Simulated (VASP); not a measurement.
Input:

```xyz
4
Lattice="1.2712 -2.2018 0.0000 1.2712 2.2018 0.0000 0.0000 0.0000 4.2050" Properties=species:S:1:pos:R:3 pbc="T T T"
B      1.2712    -0.7339     2.1036
B      1.2712     0.7339     0.0010
N      1.2712    -0.7339     3.6783
N      1.2712     0.7339     1.5758
```

All values below come from SCAN meta-GGA, VASP's PBE PAW potentials (set 64) (plane waves; VASP 6.6.1). Numerical set-up: 520 eV cut-off, 11×11×6 Γ-centred mesh, tetrahedra with Blöchl corrections, potentials B N.

What does the run give for the energy per atom (σ→0), band gap (over mesh and band path) with the smallest direct gap where there is one?

| Item | Result |
|---|---|
| band gap (over mesh and band path) | 5.71 eV |
| smallest direct gap (over mesh and band path) | 8.94 eV |
| energy per atom (σ→0) | -9.752 eV/atom |

The compound is BN in the wurtzite structure, a metastable high-pressure form. It was relaxed first.
